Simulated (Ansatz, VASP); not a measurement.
# One calculation of Sc3S, two programs

The input INCAR:

```
SYSTEM = Sc3S
ALGO = Normal
EDIFF = 1E-6
ENCUT = 520
GGA = PE
ISIF = 2
ISMEAR = 0
ISPIN = 2
LASPH = .True.
LCHARG = .False.
LMAXMIX = 4
LORBIT = 11
LREAL = .False.
LWAVE = .False.
MAGMOM = 1 1 1 0
NBANDS = 32
NELM = 150
PREC = Accurate
SIGMA = 0.1
```

Contents of KPOINTS:

```
k-points
0
Gamma
  6 6 2
  0 0 0
```

POSCAR

```
Sc3S
1.0
    3.4851778000      0.0000000000      0.0000000000
   -1.7425889000      3.0182525000      0.0000000000
    0.0000000000      0.0000000000      8.3811621000
Sc S
3 1
Direct
    0.3333333000      0.6666667000      0.8159790000
    0.6666667000      0.3333333000      0.1840210000
    0.0000000000      0.0000000000      0.5000000000
    0.0000000000      0.0000000000      0.0000000000
```

Input for Ansatz:

```yaml
crystal:
  lattice:
    - [3.4851778, 0.0, 0.0]
    - [-1.7425889, 3.0182525, 0.0]
    - [0.0, 0.0, 8.3811621]
  atoms:
    - { symbol: Sc, position: [0.3333333, 0.6666667, 0.815979], spin: 1.0 }
    - { symbol: Sc, position: [0.6666667, 0.3333333, 0.184021], spin: 1.0 }
    - { symbol: Sc, position: [0.0, 0.0, 0.5], spin: 1.0 }
    - { symbol: S, position: [0.0, 0.0, 0.0] }
basis:
  ecutwfc: 420
kpoints:
  mp_grid: { grid: [6, 6, 2] }
hamiltonian:
  xc: pbe
scf:
  occupations: { method: gaussian, width: 0.1 }
  lower_state_search: "off"
output:
  forces: true
  stress: true
  eigenvalues: true
  populations: true
magnetization:
  spin_polarized: true
```

Alike in both runs: task single point; functional PBE; k mesh 6 × 6 × 2; occupations gaussian, width 0.1 eV; collinear spin.

```csv
,VASP,Ansatz
version,VASP 6.6.1,Ansatz 0.2.0
potentials or method,"VASP PAW PBE potentials, release 64 (Sc_sv, S)","scalar-relativistic, plane waves, PAW"
plane-wave cutoff (eV),520,420
valence electrons in the cell,39,39
```

```tsv
	VASP	Ansatz	Ansatz less VASP
gap on the k mesh at the Fermi level (eV)	none	none	-
pressure (GPa)	0.2	0.0	-0.15
rms of the force components (eV/Å)	0.005	0.008	+0.0032
net moment per atom (μB)	0.00	0.00	0.000
```

Atom by atom the forces differ by 0.013 eV/Å (rms over components). A gap of «none» marks a metal or a gap that the smearing closes. The functional is the same, so the differences come from potentials, cutoffs and numerics. Ansatz warned: «seeded_moment_not_kept».

Caveats: the k mesh is coarse (spacing up to 0.37 Å⁻¹), so the values aren't converged.
